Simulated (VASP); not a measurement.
Method: PBEsol GGA, VASP's PBE PAW potentials (set 64) (plane waves; VASP 6.6.1).

The input files of a VASP run:

**KPOINTS**
```
K-points
0
gamma
8 8 8
```

### POSCAR
```
ScIr2
5.0919040
  0.0000000000   0.7071068111   0.7071068111
  0.7071068111   0.0000000000   0.7071068111
  0.7071068111   0.7071068111   0.0000000000
Ir Sc
4 2
Cart
  0.8838835139   0.8838835139   0.8838835139
  0.8838835139   0.5303301083   0.5303301083
  0.5303301083   0.5303301083   0.8838835139
  0.5303301083   0.8838835139   0.5303301083
  0.0000000000   0.0000000000   0.0000000000
  0.3535534056   0.3535534056   0.3535534056
```

### INCAR
```
# general
SYSTEM  = ScIr2
PREC    = Accurate
ENCUT   = 300
LREAL   = .FALSE.
LASPH   = .TRUE.   # aspherical one-centre terms

# electronic loop
EDIFF   = 1E-6   # SCF stop (eV)
NELM    = 100
ALGO    = Normal   # blocked Davidson
LMAXMIX = 6

# smearing
ISMEAR  = -1   # Fermi-Dirac
SIGMA   = 0.1   # width (eV)

# functional
GGA     = PS

# ions
ISIF    = 2   # forces and stress, cell fixed

# output
LWAVE   = .FALSE.
LCHARG  = .FALSE.
```

POTCAR, in this order: Ir Sc_sv (PBE.64 set). Program: vasp_std.

The resulting files:

**OUTCAR**
```
 ion  position               nearest neighbor table
   1  0.625  0.625  0.625-   2 2.55   3 2.55   4 2.55   3 2.55   4 2.55   2 2.55   6 2.99   5 2.99
                             6 2.99   5 2.99   6 2.99   5 2.99
   2  0.125  0.625  0.625-   1 2.55   3 2.55   4 2.55   1 2.55   3 2.55   4 2.55   5 2.99   6 2.99
                             6 2.99   6 2.99   5 2.99   5 2.99
   3  0.625  0.625  0.125-   1 2.55   1 2.55   2 2.55   4 2.55   4 2.55   2 2.55   6 2.99   5 2.99
                             6 2.99   5 2.99   6 2.99   5 2.99
   4  0.625  0.125  0.625-   1 2.55   3 2.55   1 2.55   2 2.55   3 2.55   2 2.55   6 2.99   5 2.99
                             6 2.99   6 2.99   5 2.99   5 2.99
   5  0.000  0.000  0.000-   4 2.99   2 2.99   1 2.99   3 2.99   3 2.99   3 2.99   1 2.99   2 2.99
                             4 2.99   2 2.99   1 2.99   4 2.99   6 3.12   6 3.12   6 3.12   6 3.12
   6  0.250  0.250  0.250-   3 2.99   1 2.99   2 2.99   4 2.99   2 2.99   4 2.99   1 2.99   4 2.99
                             3 2.99   1 2.99   3 2.99   2 2.99   5 3.12   5 3.12   5 3.12   5 3.12
  LATTYP: Found a face centered cubic cell.
 ALAT       =     7.2010400000
 Subroutine PRICEL returns:
 Original cell was already a primitive cell.
 Subroutine GETGRP returns: Found 48 space group operations
The static configuration has the point symmetry T_d .
 The point group associated with its full space group is O_h .
The dynamic configuration has the point symmetry T_d .
 Subroutine INISYM returns: Found 48 space group operations
 Subroutine IBZKPT returns following result:
 Found     29 irreducible k-points:

...
```

File OSZICAR:
```
       N       E                     dE             d eps       ncg     rms          rms(c)
DAV:   1     0.579036617416E+03    0.57904E+03   -0.18808E+04  2052   0.120E+03
DAV:   2     0.128233336443E+02   -0.56621E+03   -0.55918E+03  1980   0.523E+02
DAV:   3    -0.547741831032E+02   -0.67598E+02   -0.65467E+02  3288   0.151E+02
DAV:   4    -0.605791523953E+02   -0.58050E+01   -0.55712E+01  3256   0.522E+01
DAV:   5    -0.608062385898E+02   -0.22709E+00   -0.22407E+00  2920   0.803E+00    0.335E+01
DAV:   6    -0.574794281493E+02    0.33268E+01   -0.58621E+00  2898   0.243E+01    0.138E+01
DAV:   7    -0.567840362705E+02    0.69539E+00   -0.26865E+00  2904   0.140E+01    0.203E+00
DAV:   8    -0.567599614066E+02    0.24075E-01   -0.27484E-01  3286   0.374E+00    0.157E+00
DAV:   9    -0.567397346727E+02    0.20227E-01   -0.10180E-01  3230   0.311E+00    0.486E-01
DAV:  10    -0.567372700206E+02    0.24647E-02   -0.19518E-02  3486   0.113E+00    0.837E-02
DAV:  11    -0.567371970520E+02    0.72969E-04   -0.75706E-04  3032   0.256E-01    0.493E-02
DAV:  12    -0.567372075216E+02   -0.10470E-04   -0.67781E-05  3078   0.483E-02    0.899E-03
DAV:  13    -0.567372076560E+02   -0.13435E-06   -0.55468E-06  2136   0.209E-02
   1 F= -.56737208E+02 E0= -.56673571E+02  d E =-.127273E+00
```

File OUTCAR:
```
------------------------ aborting loop because EDIFF is reached ----------------------------------------
  FORCE on cell =-STRESS in cart. coord.  units (eV):
  Direction    XX          YY          ZZ          XY          YZ          ZX
  --------------------------------------------------------------------------------------
  Total        8.0106277      8.0106277      8.0106277      0.0000000      0.0000000     -0.0000000
  in kB      137.4837768    137.4837768    137.4837768      0.0000000      0.0000000     -0.0000000
  external PRESSURE =     137.4837768 kB  Pullay stress =       0.0000000 kB
  volume of cell :       93.35
      direct lattice vectors                 reciprocal lattice vectors
     0.000000000  3.600520000  3.600520000    -0.138868830  0.138868830  0.138868830
     3.600520000  0.000000000  3.600520000     0.138868830 -0.138868830  0.138868830
     3.600520000  3.600520000  0.000000000     0.138868830  0.138868830 -0.138868830
 POSITION                                       TOTAL-FORCE (eV/Angst)
 -----------------------------------------------------------------------------------
      4.50065      4.50065      4.50065        -0.000000      0.000000      0.000000
      4.50065      2.70039      2.70039        -0.000000      0.000000      0.000000
      2.70039      2.70039      4.50065        -0.000000      0.000000      0.000000
      2.70039      4.50065      2.70039        -0.000000      0.000000      0.000000
      0.00000      0.00000      0.00000         0.000000      0.000000      0.000000
      1.80026      1.80026      1.80026        -0.000000     -0.000000     -0.000000
 -----------------------------------------------------------------------------------
    total drift:                                0.000000      0.000000      0.000000
  FREE ENERGIE OF THE ION-ELECTRON SYSTEM (eV)
  ---------------------------------------------------
  free  energy   TOTEN  =       -56.7372076560 eV

  energy  without entropy=      -56.6099343760  energy(sigma->0) =      -56.67357102
```
(Selected blocks of OUTCAR.)

### OUTCAR
```
 val. band max:        8.2853320641   @ k =   0.2500   0.2500   0.0000

 cond. band min:       8.3231233843   @ k =   0.2500   0.2500   0.0000


 Fermi energy:         8.2972087896

 k-point     1 :       0.0000    0.0000    0.0000
  band No.  band energies     occupation
      1     -40.9702      2.00000
      2     -40.8973      2.00000
      3     -19.7899      2.00000
      4     -19.7899      2.00000
      5     -19.7899      2.00000
      6     -19.6084      2.00000
      7     -19.6084      2.00000
      8     -19.6084      2.00000
      9      -1.8991      2.00000
     10       0.7417      2.00000
     11       1.4583      2.00000
     12       1.4583      2.00000
     13       1.4583      2.00000
     14       3.0439      2.00000
     15       3.0439      2.00000
     16       3.2514      2.00000
     17       3.2514      2.00000
     18       3.2514      2.00000
     19       7.2227      1.99996
     20       7.2227      1.99996
     21       7.2227      1.99996
     22       7.6113      1.99790
     23       7.6113      1.99790
     24       7.6232      1.99764
     25       7.6232      1.99764
     26       7.6385      1.99725
     27       7.6385      1.99725
     28       7.6385      1.99725
     29       7.9307      1.95009
     30       7.9307      1.95009
     31       7.9307      1.95009
     32       9.6525      0.00000
     33      10.4677      0.00000
     34      10.4678      0.00000

 k-point     2 :       0.1250    0.0000    0.0000
  band No.  band energies     occupation
      1     -40.9680      2.00000
      2     -40.8993      2.00000
      3     -19.7919      2.00000
      4     -19.7919      2.00000
      5     -19.7876      2.00000
      6     -19.6130      2.00000
      7     -19.6066      2.00000
      8     -19.6066      2.00000
      9      -1.7186      2.00000
     10       0.8878      2.00000
     11       1.5161      2.00000
     12       1.5725      2.00000
     13       1.5725      2.00000
     14       3.1118      2.00000
...
```

At this cut-off the stress carries a Pulay error, which pulls relaxed volumes low. Unless said otherwise, spin-orbit coupling is left out, though it shifts the bands of the heavy elements here.

The structure comes from a measured ScIr2 entry of the Crystallography Open Database, whose conditions weren't checked. The cell was not relaxed at this level, and its volume differs by -5.9 % from the start's.
